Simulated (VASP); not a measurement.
# Sc3Te (Fm-3m) in VASP: a series of runs, part 2 of 2

VASP 6.6.1. Earlier steps stand in the parts before.

### 3 Single point, PBE+U

The input, INCAR:

```
  PREC = Accurate
  ENCUT = 520
  EDIFF = 1E-7
  ISMEAR = -1
  SIGMA = 0.05
  LREAL = F
  LASPH = T
  NELM = 100
  ALGO = Fast
  ISIF = 2
  LWAVE = F
  LCHARG = F
  LMAXMIX = 4
  LDAU = T
  LDAUTYPE = 2
  LDAUL = 2 -1
  LDAUU = 3 0
  LDAUJ = 0 0
  LDAUPRINT = 1
  GGA = PE
  NBANDS = 28
```

The input, KPOINTS:

```
Automatic mesh
0
Gamma
  5 5 5
```

The input, POSCAR:

```
Sc3Te
1.0
    0.0000000000      3.5695000000      3.5695000000
    3.5695000000      0.0000000000      3.5695000000
    3.5695000000      3.5695000000      0.0000000000
Sc Te
3 1
Direct
    0.2500000000      0.2500000000      0.2500000000
    0.7500000000      0.7500000000      0.7500000000
    0.5000000000      0.5000000000      0.5000000000
    0.0000000000      0.0000000000      0.0000000000
```

Potentials or basis: VASP PAW PBE potentials, release 64 (Sc_sv, Te).

Started as:

```
$ cat potpaw_PBE.64/Sc_sv/POTCAR potpaw_PBE.64/Te/POTCAR > POTCAR
$ mpirun -np 1 vasp_std > vasp.out
```

OUTCAR:

```text
PREC = Accurate
   ENCUT = 520
   EDIFF = 1E-7
   ISMEAR = -1
   LREAL = F
   LASPH = T
   NELM = 100
   ISIF = 2
   GGA = PE

 ion  position               nearest neighbor table
   1  0.250  0.250  0.250-   3 3.09   4 3.09   4 3.09   4 3.09   4 3.09   3 3.09   3 3.09   3 3.09

   2  0.750  0.750  0.750-   3 3.09   4 3.09   3 3.09   3 3.09   3 3.09   4 3.09   4 3.09   4 3.09

   3  0.500  0.500  0.500-   1 3.09   2 3.09   1 3.09   1 3.09   1 3.09   2 3.09   2 3.09   2 3.09

   4  0.000  0.000  0.000-   1 3.09   2 3.09   2 3.09   2 3.09   2 3.09   1 3.09   1 3.09   1 3.09

  LATTYP: Found a face centered cubic cell.
 ALAT       =     7.1390000000

  Lattice vectors:

 A1 = (   0.0000000000,   3.5695000000,   3.5695000000)
 A2 = (   3.5695000000,   0.0000000000,   3.5695000000)
 A3 = (   3.5695000000,   3.5695000000,   0.0000000000)

Analysis of symmetry for initial positions (statically):
=====================================================================
 Subroutine PRICEL returns:
 Original cell was already a primitive cell.

 Routine SETGRP: Setting up the symmetry group for a
 face centered cubic supercell.

 Subroutine GETGRP returns: Found 48 space group operations
 (whereof 48 operations were pure point group operations)
 out of a pool of 48 trial point group operations.

The static configuration has the point symmetry O_h .

[... 234 lines left out ...]
  o =  0.0538  v =  0.0000 -0.0000 -0.9757  0.0000  0.2191  0.0000  0.0000  0.0000  0.0000  0.0000      0.0000  0.0000  0.0000  0.0000  0.0000  0.0000  0.0000  0.0000  0.0000  0.0000
  o =  0.0538  v =  0.0000  0.0000  0.0000  0.0000  0.0000  0.0000 -0.0000 -0.9757  0.0000  0.2191      0.0000  0.0000  0.0000  0.0000  0.0000  0.0000  0.0000  0.0000  0.0000  0.0000
  o =  0.1273  v =  0.0000  0.1912 -0.0000 -0.9816  0.0000  0.0000  0.0000  0.0000  0.0000  0.0000      0.0000  0.0000  0.0000  0.0000  0.0000  0.0000  0.0000  0.0000  0.0000  0.0000
  o =  0.1273  v =  0.0000  0.0000  0.0000  0.0000  0.0000  0.0000  0.1912 -0.0000 -0.9816  0.0000      0.0000  0.0000  0.0000  0.0000  0.0000  0.0000  0.0000  0.0000  0.0000  0.0000
  o =  0.1273  v =  1.0000  0.0000  0.0000  0.0000  0.0000  0.0000  0.0000  0.0000  0.0000  0.0000      0.0000  0.0000  0.0000  0.0000  0.0000  0.0000  0.0000  0.0000  0.0000  0.0000
  o =  0.1273  v =  0.0000  0.0000  0.0000  0.0000  0.0000  0.0000 -0.9816  0.0000 -0.1912 -0.0000      0.0000  0.0000  0.0000  0.0000  0.0000  0.0000  0.0000  0.0000  0.0000  0.0000
  o =  0.1273  v =  0.0000 -0.9816  0.0000 -0.1912 -0.0000  0.0000  0.0000  0.0000  0.0000  0.0000      0.0000  0.0000  0.0000  0.0000  0.0000  0.0000  0.0000  0.0000  0.0000  0.0000
  o =  0.1273  v =  0.0000  0.0000  0.0000  0.0000  0.0000  1.0000  0.0000  0.0000  0.0000  0.0000      0.0000  0.0000  0.0000  0.0000  0.0000  0.0000  0.0000  0.0000  0.0000  0.0000

 number of electron      39.0000007 magnetization

 Free energy of the ion-electron system (eV)
  ---------------------------------------------------
  ext. energy  EPLUGINS =         0.00000000
  ---------------------------------------------------
  free energy    TOTEN  =       -18.36873941 eV

  energy without entropy =      -18.31953497  energy(sigma->0) =      -18.34413719

 E-fermi :   6.7969     XC(G=0): -10.4514

 val. band max:        6.7929756965   @ k =   0.4000   0.0000   0.0000
 cond. band min:       6.8132929080   @ k =  -0.4000   0.4000   0.0000
 fundamental gap:      0.0203172116
 Fermi energy:         6.7969303337

 k-point     1 :       0.0000    0.0000    0.0000
  band No.  band energies     occupation
      1     -43.6826      2.00000
      2     -43.5767      2.00000
      3     -43.5632      2.00000
      4     -22.3772      2.00000
      5     -22.3772      2.00000
      6     -22.3772      2.00000
[... 299 lines left out ...]
     27       9.2478      0.00000
     28       9.9244      0.00000

------------------------ aborting loop because EDIFF is reached ----------------------------------------

  FORCE on cell =-STRESS in cart. coord.  units (eV):
  Direction    XX          YY          ZZ          XY          YZ          ZX
  --------------------------------------------------------------------------------------
  -------------------------------------------------------------------------------------
  Total        3.4563740      3.4563740      3.4563740     -0.0000000     -0.0000000     -0.0000000
  in kB       60.8806323     60.8806323     60.8806323     -0.0000000     -0.0000000     -0.0000000
  external PRESSURE =      60.8806323 kB  Pullay stress =       0.0000000 kB

 VOLUME and BASIS-vectors are now :
 -----------------------------------------------------------------------------
  energy-cutoff  :      520.00
  volume of cell :       90.96
      direct lattice vectors                 reciprocal lattice vectors
     0.000000000  3.569500000  3.569500000    -0.140075641  0.140075641  0.140075641
     3.569500000  0.000000000  3.569500000     0.140075641 -0.140075641  0.140075641
     3.569500000  3.569500000  0.000000000     0.140075641  0.140075641 -0.140075641

 POSITION                                       TOTAL-FORCE (eV/Angst)
 -----------------------------------------------------------------------------------
      1.78475      1.78475      1.78475         0.000000      0.000000     -0.000000
      5.35425      5.35425      5.35425        -0.000000     -0.000000     -0.000000
      3.56950      3.56950      3.56950        -0.000000      0.000000      0.000000
      0.00000      0.00000      0.00000        -0.000000      0.000000      0.000000
 -----------------------------------------------------------------------------------
    total drift:                               -0.000000     -0.000000      0.000000

  FREE ENERGIE OF THE ION-ELECTRON SYSTEM (eV)
  ---------------------------------------------------
  free  energy   TOTEN  =       -18.3687394111 eV

  energy  without entropy=      -18.3195349712  energy(sigma->0) =      -18.34413719
```

stdout:

```text
POSCAR found type information on POSCAR ScTe
 POSCAR found :  2 types and       4 ions
 scaLAPACK will be used
 LDA part: xc-table for (Slater+PW92), standard interpolation
 POSCAR, INCAR and KPOINTS ok, starting setup
 FFT: planning ... GRIDC
 FFT: planning ... GRID_SOFT
 FFT: planning ... GRID
 WAVECAR not read
 entering main loop
```

Wall time 31 s (1 thread of Intel Xeon 6975P-C (Granite Rapids), shared host); peak memory 0.23 GiB.

Results:

* Free energy: -18.3687 eV
* Pressure: 6.1 GPa
* Band gap on the k mesh: none (metal or under the smearing width)

Levels at points of the mesh, in eV from the Fermi level:
| k point | band 15 | band 16 | band 17 | band 18 | band 19 | band 20 | band 21 | band 22 | band 23 | band 24 |
| --- | --- | --- | --- | --- | --- | --- | --- | --- | --- | --- |
| (0.00, 0.00, 0.00) | -4.14 | -4.14 | -2.47 | -1.23 | -1.23 | -0.12 | -0.12 | -0.12 | 2.44 | 2.44 |

Eigenvalues of the final occupation matrices:
```tsv
site	spin	trace	eigenvalues
site 1 d	1	0.49	0.06 0.06 0.06 0.15 0.15
site 1 d	2	0.49	0.06 0.06 0.06 0.15 0.15
site 2 d	1	0.49	0.06 0.06 0.06 0.15 0.15
site 2 d	2	0.49	0.06 0.06 0.06 0.15 0.15
site 3 d	1	0.49	0.05 0.05 0.13 0.13 0.13
site 3 d	2	0.49	0.05 0.05 0.13 0.13 0.13
```

Caveat: U without spin polarisation on a metal has little footing; the U is typed as a test and isn't derived for this compound. Spin-orbit coupling is left out, which matters for the levels of Te.

### 4 Single point, PBE+U

INCAR: that of step 3 with these lines changed.

```diff
@@ -16,3 +16,3 @@
   LDAUL = 2 -1
-  LDAUU = 3 0
+  LDAUU = 4 0
   LDAUJ = 0 0
```

KPOINTS is that of step 3.

POSCAR is that of step 3.

Started as:

```
$ cat potpaw_PBE.64/Sc_sv/POTCAR potpaw_PBE.64/Te/POTCAR > POTCAR
$ mpirun -np 1 vasp_std > vasp.out
```

Wall time 29 s (1 thread of Intel Xeon 6975P-C (Granite Rapids), shared host); peak memory 0.23 GiB.

It converged, with:

| Item | Value |
| --- | --- |
| Free energy | -17.1069 eV |
| Pressure | 8.0 GPa |
| Band gap on the k mesh | none (metal or under the smearing width) |

Levels at points of the mesh, in eV from the Fermi level:
| k point | band 15 | band 16 | band 17 | band 18 | band 19 | band 20 | band 21 | band 22 | band 23 | band 24 |
| --- | --- | --- | --- | --- | --- | --- | --- | --- | --- | --- |
| (0.00, 0.00, 0.00) | -4.18 | -4.18 | -2.61 | -1.21 | -1.21 | -0.16 | -0.16 | -0.16 | 2.41 | 2.41 |

Eigenvalues of the final occupation matrices:
```tsv
site	spin	trace	eigenvalues
site 1 d	1	0.46	0.06 0.06 0.06 0.14 0.14
site 1 d	2	0.46	0.06 0.06 0.06 0.14 0.14
site 2 d	1	0.46	0.06 0.06 0.06 0.14 0.14
site 2 d	2	0.46	0.06 0.06 0.06 0.14 0.14
site 3 d	1	0.46	0.05 0.05 0.12 0.12 0.12
site 3 d	2	0.46	0.05 0.05 0.12 0.12 0.12
```

Caveat: U without spin polarisation on a metal has little footing; the U is typed as a test and isn't derived for this compound. Spin-orbit coupling is left out, which matters for the levels of Te.

### 5 Single point, PBE+U

INCAR: that of step 4 with these lines changed.

```diff
@@ -16,3 +16,3 @@
   LDAUL = 2 -1
-  LDAUU = 4 0
+  LDAUU = 5 0
   LDAUJ = 0 0
```

KPOINTS is that of step 4.

POSCAR is that of step 4.

Started as:

```
$ cat potpaw_PBE.64/Sc_sv/POTCAR potpaw_PBE.64/Te/POTCAR > POTCAR
$ mpirun -np 1 vasp_std > vasp.out
```

It took 29 s on 1 thread of Intel Xeon 6975P-C (Granite Rapids), shared host; peak memory 0.24 GiB.

Results (log left out):

| Quantity | Value |
| --- | --- |
| Free energy | -15.9204 eV |
| Pressure | 10.1 GPa |
| Band gap on the k mesh | none (metal or under the smearing width) |

Levels at points of the mesh, in eV from the Fermi level:
```csv
k point,band 17,band 18,band 19,band 20,band 21,band 22
"(0.00, 0.00, 0.00)",-2.75,-1.19,-1.19,-0.20,-0.20,-0.20
```

Eigenvalues of the final occupation matrices:
```tsv
site	spin	trace	eigenvalues
site 1 d	1	0.43	0.06 0.06 0.06 0.13 0.13
site 1 d	2	0.43	0.06 0.06 0.06 0.13 0.13
site 2 d	1	0.43	0.06 0.06 0.06 0.13 0.13
site 2 d	2	0.43	0.06 0.06 0.06 0.13 0.13
site 3 d	1	0.42	0.05 0.05 0.11 0.11 0.11
site 3 d	2	0.42	0.05 0.05 0.11 0.11 0.11
```

Caveat: U without spin polarisation on a metal has little footing; the U is typed as a test and isn't derived for this compound.

### 6 Single point, PBE+U

INCAR: that of step 5 with these lines changed.

```diff
@@ -16,3 +16,3 @@
   LDAUL = 2 -1
-  LDAUU = 5 0
+  LDAUU = 6 0
   LDAUJ = 0 0
```

KPOINTS is that of step 5.

POSCAR is that of step 5.

Potentials or basis: VASP PAW PBE potentials, release 64 (Sc_sv, Te).

Started as:

```
$ cat potpaw_PBE.64/Sc_sv/POTCAR potpaw_PBE.64/Te/POTCAR > POTCAR
$ mpirun -np 1 vasp_std > vasp.out
```

OUTCAR:

```text
PREC = Accurate
   ENCUT = 520
   EDIFF = 1E-7
   ISMEAR = -1
   LREAL = F
   LASPH = T
   NELM = 100
   ISIF = 2
   GGA = PE

 ion  position               nearest neighbor table
   1  0.250  0.250  0.250-   3 3.09   4 3.09   4 3.09   4 3.09   4 3.09   3 3.09   3 3.09   3 3.09

   2  0.750  0.750  0.750-   3 3.09   4 3.09   3 3.09   3 3.09   3 3.09   4 3.09   4 3.09   4 3.09

   3  0.500  0.500  0.500-   1 3.09   2 3.09   1 3.09   1 3.09   1 3.09   2 3.09   2 3.09   2 3.09

   4  0.000  0.000  0.000-   1 3.09   2 3.09   2 3.09   2 3.09   2 3.09   1 3.09   1 3.09   1 3.09

  LATTYP: Found a face centered cubic cell.
 ALAT       =     7.1390000000

  Lattice vectors:

 A1 = (   0.0000000000,   3.5695000000,   3.5695000000)
 A2 = (   3.5695000000,   0.0000000000,   3.5695000000)
 A3 = (   3.5695000000,   3.5695000000,   0.0000000000)

Analysis of symmetry for initial positions (statically):
=====================================================================
 Subroutine PRICEL returns:
 Original cell was already a primitive cell.

 Routine SETGRP: Setting up the symmetry group for a
 face centered cubic supercell.

 Subroutine GETGRP returns: Found 48 space group operations
 (whereof 48 operations were pure point group operations)
 out of a pool of 48 trial point group operations.

The static configuration has the point symmetry O_h .

Analysis of symmetry for dynamics (positions and initial velocities):
[... 234 lines left out ...]
  o =  0.0469  v =  0.0000  0.0000  0.0000  0.0000  0.0000  0.0000  0.0000 -0.9793 -0.0000  0.2024      0.0000  0.0000  0.0000  0.0000  0.0000  0.0000  0.0000  0.0000  0.0000  0.0000
  o =  0.0978  v =  1.0000  0.0000  0.0000  0.0000  0.0000  0.0000  0.0000  0.0000  0.0000  0.0000      0.0000  0.0000  0.0000  0.0000  0.0000  0.0000  0.0000  0.0000  0.0000  0.0000
  o =  0.0978  v =  0.0000  0.0000  0.0000  0.0000  0.0000  1.0000  0.0000  0.0000  0.0000  0.0000      0.0000  0.0000  0.0000  0.0000  0.0000  0.0000  0.0000  0.0000  0.0000  0.0000
  o =  0.0978  v =  0.0000  0.0299  0.0000 -0.9996 -0.0000  0.0000  0.0000  0.0000  0.0000  0.0000      0.0000  0.0000  0.0000  0.0000  0.0000  0.0000  0.0000  0.0000  0.0000  0.0000
  o =  0.0978  v =  0.0000  0.0000  0.0000  0.0000  0.0000  0.0000  0.0299  0.0000 -0.9996 -0.0000      0.0000  0.0000  0.0000  0.0000  0.0000  0.0000  0.0000  0.0000  0.0000  0.0000
  o =  0.0978  v =  0.0000  0.0000  0.0000  0.0000  0.0000  0.0000 -0.9996 -0.0000 -0.0299 -0.0000      0.0000  0.0000  0.0000  0.0000  0.0000  0.0000  0.0000  0.0000  0.0000  0.0000
  o =  0.0978  v =  0.0000 -0.9996 -0.0000 -0.0299 -0.0000  0.0000  0.0000  0.0000  0.0000  0.0000      0.0000  0.0000  0.0000  0.0000  0.0000  0.0000  0.0000  0.0000  0.0000  0.0000

 number of electron      39.0000007 magnetization

 Free energy of the ion-electron system (eV)
  ---------------------------------------------------
  ext. energy  EPLUGINS =         0.00000000
  ---------------------------------------------------
  free energy    TOTEN  =       -14.81114428 eV

  energy without entropy =      -14.76521712  energy(sigma->0) =      -14.78818070

 E-fermi :   7.1686     XC(G=0): -10.4987

 val. band max:        7.1585577592   @ k =   0.4000   0.0000   0.0000
 cond. band min:       7.1863905942   @ k =   0.4000   0.2000   0.0000
 fundamental gap:      0.0278328350
 Fermi energy:         7.1685814894

 k-point     1 :       0.0000    0.0000    0.0000
  band No.  band energies     occupation
      1     -44.3425      2.00000
      2     -44.1903      2.00000
      3     -44.1891      2.00000
      4     -22.9859      2.00000
      5     -22.9859      2.00000
      6     -22.9859      2.00000
[... 299 lines left out ...]
     27       9.8529      0.00000
     28      10.2007      0.00000

------------------------ aborting loop because EDIFF is reached ----------------------------------------

  FORCE on cell =-STRESS in cart. coord.  units (eV):
  Direction    XX          YY          ZZ          XY          YZ          ZX
  --------------------------------------------------------------------------------------
  -------------------------------------------------------------------------------------
  Total        6.9762582      6.9762582      6.9762582      0.0000000     -0.0000000     -0.0000000
  in kB      122.8799359    122.8799359    122.8799359      0.0000000     -0.0000000     -0.0000000
  external PRESSURE =     122.8799359 kB  Pullay stress =       0.0000000 kB

 VOLUME and BASIS-vectors are now :
 -----------------------------------------------------------------------------
  energy-cutoff  :      520.00
  volume of cell :       90.96
      direct lattice vectors                 reciprocal lattice vectors
     0.000000000  3.569500000  3.569500000    -0.140075641  0.140075641  0.140075641
     3.569500000  0.000000000  3.569500000     0.140075641 -0.140075641  0.140075641
     3.569500000  3.569500000  0.000000000     0.140075641  0.140075641 -0.140075641

 POSITION                                       TOTAL-FORCE (eV/Angst)
 -----------------------------------------------------------------------------------
      1.78475      1.78475      1.78475        -0.000000     -0.000000     -0.000000
      5.35425      5.35425      5.35425         0.000000      0.000000      0.000000
      3.56950      3.56950      3.56950        -0.000000     -0.000000      0.000000
      0.00000      0.00000      0.00000        -0.000000      0.000000      0.000000
 -----------------------------------------------------------------------------------
    total drift:                               -0.000000     -0.000000      0.000000

  FREE ENERGIE OF THE ION-ELECTRON SYSTEM (eV)
  ---------------------------------------------------
  free  energy   TOTEN  =       -14.8111442825 eV

  energy  without entropy=      -14.7652171167  energy(sigma->0) =      -14.78818070
```

stdout:

```text
POSCAR found type information on POSCAR ScTe
 POSCAR found :  2 types and       4 ions
 scaLAPACK will be used
 LDA part: xc-table for (Slater+PW92), standard interpolation
 POSCAR, INCAR and KPOINTS ok, starting setup
 FFT: planning ... GRIDC
 FFT: planning ... GRID_SOFT
 FFT: planning ... GRID
 WAVECAR not read
 entering main loop
```

Wall time 34 s (1 thread of Intel Xeon 6975P-C (Granite Rapids), shared host); peak memory 0.24 GiB.

What came out:

* Free energy: -14.8111 eV
* Pressure: 12.3 GPa
* Band gap on the k mesh: none (metal or under the smearing width)

Levels at points of the mesh, in eV from the Fermi level:
| k point | band 16 | band 17 | band 18 | band 19 | band 20 | band 21 | band 22 | band 23 |
| --- | --- | --- | --- | --- | --- | --- | --- | --- |
| (0.00, 0.00, 0.00) | -4.23 | -2.88 | -1.15 | -1.15 | -0.23 | -0.23 | -0.23 | 2.35 |

Eigenvalues of the final occupation matrices:
```tsv
site	spin	trace	eigenvalues
site 1 d	1	0.39	0.05 0.05 0.05 0.12 0.12
site 1 d	2	0.39	0.05 0.05 0.05 0.12 0.12
site 2 d	1	0.39	0.05 0.05 0.05 0.12 0.12
site 2 d	2	0.39	0.05 0.05 0.05 0.12 0.12
site 3 d	1	0.39	0.05 0.05 0.10 0.10 0.10
site 3 d	2	0.39	0.05 0.05 0.10 0.10 0.10
```

Caveat: U without spin polarisation on a metal has little footing; the U is typed as a test and isn't derived for this compound.

### 7 For comparison

An earlier run on the cell as given: functional PBE; potentials or basis VASP PAW PBE potentials, release 64 (Sc_sv, Te); cutoff 520 eV; k mesh 7 × 7 × 7; occupations fermi-dirac, width 0.05 eV; no spin polarisation.

* Pressure: 0.1 GPa
* Band gap on the k mesh: none (metal or under the smearing width)

### 8 The runs side by side

```csv
level,U,k mesh,gap on the mesh (eV),pressure (GPa)
PBE+U,Sc d U = 2 eV,5 × 5 × 5,none,4.0
PBE+U,Sc d U = 3 eV,5 × 5 × 5,none,6.1
PBE+U,Sc d U = 4 eV,5 × 5 × 5,none,8.0
PBE+U,Sc d U = 5 eV,5 × 5 × 5,none,10.1
PBE+U,Sc d U = 6 eV,5 × 5 × 5,none,12.3
PBE,-,7 × 7 × 7,none,0.1
```

Alike in all rows: task single point; potentials or basis VASP PAW PBE potentials, release 64 (Sc_sv, Te); no spin polarisation; cell as given; cutoff (eV) 520; smearing fermi-dirac 0.05 eV.

Every run on the cell as given and a fine mesh finds a metal. The pressure there spans 0.1 GPa (PBE) to 12.3 GPa (PBE+U); a positive pressure means that this level wants a larger cell, a negative one a smaller.

Caveats: U without spin polarisation on a metal has little footing (some runs); the U is typed as a test and isn't derived for this compound (some runs).

Absolute energies hang on the potentials; compare differences alone.
